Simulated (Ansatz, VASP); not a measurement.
**Ba3Os: VASP beside Ansatz**

```
CELL_PARAMETERS angstrom
5.13372 0.00000 0.00000
0.00000 5.13372 0.00000
0.00000 0.00000 5.13372
ATOMIC_POSITIONS crystal
Ba 0.00000 0.50000 0.50000
Ba 0.50000 0.00000 0.50000
Ba 0.50000 0.50000 0.00000
Os 0.00000 0.00000 0.00000
```

Alike in both runs: functional PBE; k mesh 10 × 10 × 10; occupations gaussian, width 0.1 eV; no spin polarisation.

Ansatz relaxed the structure, and its values are those at the end. VASP's run is a single point on that final structure, the one shown.

|  | VASP | Ansatz |
| --- | --- | --- |
| version | VASP 6.6.1 | Ansatz 0.2.0 |
| potentials or method | VASP PAW PBE potentials, release 64 (Ba_sv, Os) | scalar-relativistic, plane waves, PAW |
| plane-wave cutoff (eV) | 520 | 420 |
| valence electrons in the cell | 38 | 46 |

|  | VASP | Ansatz | Ansatz less VASP |
| --- | --- | --- | --- |
| gap on the k mesh at the Fermi level (eV) | none | none | - |
| pressure (GPa) | 1.1 | 0.0 | -1.05 |

A gap of «none» marks a metal or a gap that the smearing closes. The two sets of potentials don't hold the same shells in valence.

The runs have no spin-orbit coupling, so splittings on Ba, Os are missing.
